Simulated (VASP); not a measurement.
Data:

```
HfC
1.0
    0.00000     2.32000     2.32000
    2.32000     0.00000     2.32000
    2.32000     2.32000     0.00000
Hf C
1 1
Direct
  0.98491   0.01509   0.03664
  0.50000   0.50000   0.50000
```

Level of theory: PBE GGA, VASP's PBE PAW potentials (set 64) (plane waves; VASP). Run with 520 eV cut-off, 10×10×10 Γ-centred mesh, first-order Methfessel-Paxton smearing of 0.10 eV, potentials Hf_pv C.

Question: The ions are relaxed. Predict the relaxed structure.

Answer: 
```
HfC
1.0
    0.00000     2.32000     2.32000
    2.32000     0.00000     2.32000
    2.32000     2.32000     0.00000
Hf C
1 1
Direct
  0.99253   0.00747   0.01830
  0.49238   0.50762   0.51834
```
Space group Fm-3m (225), at a tolerance of 0.03 Å.

Question: How much energy does the relaxation gain?

Answer: The energy (σ→0) changes by -31.2 meV/atom, in 6 ionic steps.

```csv
step,E(σ→0) (eV),max force (eV/Å),pressure (GPa),volume (Å³)
1,-20.9802,0.957,2.63,24.97
2,-21.0369,0.292,1.26,24.97
3,-21.0423,0.074,1.12,24.97
4,-21.0426,0.022,1.11,24.97
5,-21.0425,0.029,1.11,24.97
6,-21.0426,0.004,1.11,24.97
```

The compound is HfC in the rock salt structure. In the starting cell atoms are displaced from their ideal sites. This run relaxes the ions in a fixed cell. Symmetry was kept, so distortions that lower it aren't found.
